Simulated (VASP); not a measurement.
These are r2SCAN meta-GGA, VASP's PBE PAW potentials (set 64) (plane waves; VASP 6.6.1) values and carry that method's errors.

VASP ran on this input.

POSCAR:
```
Ni
1.0
  0.0000000000   1.7391079438   1.7391079438
  1.7391079438   0.0000000000   1.7391079438
  1.7391079438   1.7391079438   0.0000000000
Ni
1
Cartesian
  0.0000000000   0.0000000000   0.0000000000
```

INCAR:
```
ALGO  =  Normal
EDIFF  =  1E-6
EDIFFG  =  -0.01
ENCUT  =  400
IBRION  =  2
ISIF  =  3
ISMEAR  =  1
ISPIN  =  2
LASPH  =  .TRUE.
LCHARG  =  .FALSE.
LMAXMIX  =  4
LMIXTAU  =  .TRUE.
LORBIT  =  10
LREAL  =  .FALSE.
LWAVE  =  .FALSE.
MAGMOM  =  0.8
METAGGA  =  R2SCAN
NELM  =  100
NSW  =  60
PREC  =  Accurate
SIGMA  =  0.1
SYSTEM  =  Ni
```

File KPOINTS:
```
kpoints
0
Gamma
  16 16 16
0 0 0
```

POTCAR, in this order: Ni (PBE.64 set). Program: vasp_std.

Task: Estimate the energy per atom (σ→0), cell moment, volume per atom, band gap (on the k-mesh).

Result: 
The energy per atom (σ→0) comes out as -11.942 eV/atom. The cell moment is 0.75 μB and the band gap (on the k-mesh) is none (metal, semimetal or under 0.01 eV). The volume per atom is 10.50 Å³/atom.

### OSZICAR
```
...
       N       E                     dE             d eps       ncg     rms          rms(c)
DAV:   1    -0.119425839392E+02   -0.51670E-03   -0.82394E-03  5455   0.158E+00    0.195E-01
DAV:   2    -0.119421967381E+02    0.38720E-03   -0.79339E-03  5532   0.137E+00    0.119E-01
DAV:   3    -0.119420677314E+02    0.12901E-03   -0.13840E-03  5602   0.573E-01    0.370E-02
DAV:   4    -0.119420647206E+02    0.30108E-05   -0.25748E-05  5981   0.449E-02    0.166E-02
DAV:   5    -0.119420609311E+02    0.37895E-05   -0.42807E-06  5504   0.264E-02    0.518E-03
DAV:   6    -0.119420606460E+02    0.28502E-06   -0.91964E-07  2649   0.137E-02
   2 F= -.11942061E+02 E0= -.11942258E+02  d E =0.705240E-05  mag=     0.7508
```

The compound is Ni in the fcc structure. This run relaxes it. Symmetry was kept, so distortions that lower it aren't found. The start is the result of an earlier pass.
